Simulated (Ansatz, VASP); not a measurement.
CdTeF6: VASP beside Ansatz

```
Cd Te F
1.0
     0.00000    4.34630    4.34630
     4.34630    0.00000    4.34630
     4.34630    4.34630    0.00000
Cd Te F
1 1 6
Direct
  0.00000 0.00000 0.00000
  0.50000 0.50000 0.50000
  0.74029 0.25971 0.25971
  0.25971 0.74029 0.74029
  0.25971 0.74029 0.25971
  0.74029 0.25971 0.74029
  0.25971 0.25971 0.74029
  0.74029 0.74029 0.25971
```

Change from the starting cell: species swapped into the MgZrF6 type (Fm-3m, No. 225).

Alike in both runs: functional PBE; k mesh 6 × 6 × 6; occupations gaussian, width 0.02 eV; no spin polarisation.

Ansatz relaxed the structure, and its values are those at the end. VASP's run is a single point on that final structure, the one shown.

|  | VASP | Ansatz |
| --- | --- | --- |
| version | VASP 6.6.1 | Ansatz 0.2.0 |
| potentials or method | VASP PAW PBE potentials, release 64 (Cd, Te, F) | scalar-relativistic, plane waves, PAW |
| plane-wave cutoff (eV) | 520 | 420 |
| valence electrons in the cell | 60 | 78 |

|  | VASP | Ansatz | Ansatz less VASP |
| --- | --- | --- | --- |
| gap on the k mesh at the Fermi level (eV) | 2.73 | 2.74 | +0.005 |
| least direct gap on the mesh (eV) | 3.47 | 3.47 | +0.003 |
| pressure (GPa) | -0.2 | 0.0 | +0.24 |
| rms of the force components (eV/Å) | 0.050 | 0.000 | -0.0497 |

The functional is the same, so the differences come from potentials, cutoffs and numerics. The two sets of potentials don't hold the same shells in valence. Ansatz warned: «xc_potential_rough_in_thin_density».

Caveats: spin-orbit coupling is left out, which moves the levels of the heavy elements. A k mesh can miss the band edges.
